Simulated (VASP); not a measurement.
Input:

```
SnTe
1.0
    0.00000     3.18863     3.18863
    3.18863     0.00000     3.18863
    3.18863     3.18863     0.00000
Sn Te
1 1
Direct
  0.00000   0.00000   0.00000
  0.50000   0.50000   0.50000
```

Level of theory: TPSS meta-GGA, VASP's PBE PAW potentials (set 64) (plane waves; VASP). Run with 520 eV cut-off, 8×8×8 Γ-centred mesh, tetrahedra with Blöchl corrections, potentials Sn_d Te.

Unless said otherwise, spin-orbit coupling is left out, though it shifts the bands of the heavy elements here.

Problem. Predict the energy per atom (σ→0), band gap (over mesh and band path) with the smallest direct gap where there is one.

Solution. 
```
Item                                                     Value
---------------------------------------------  ---------------
band gap (over mesh and band path)                     0.06 eV
smallest direct gap (over mesh and band path)          0.06 eV
energy per atom (σ→0)                          -11.826 eV/atom
```

The compound is SnTe in the rock salt structure, which distorts at low temperature. It was relaxed first.
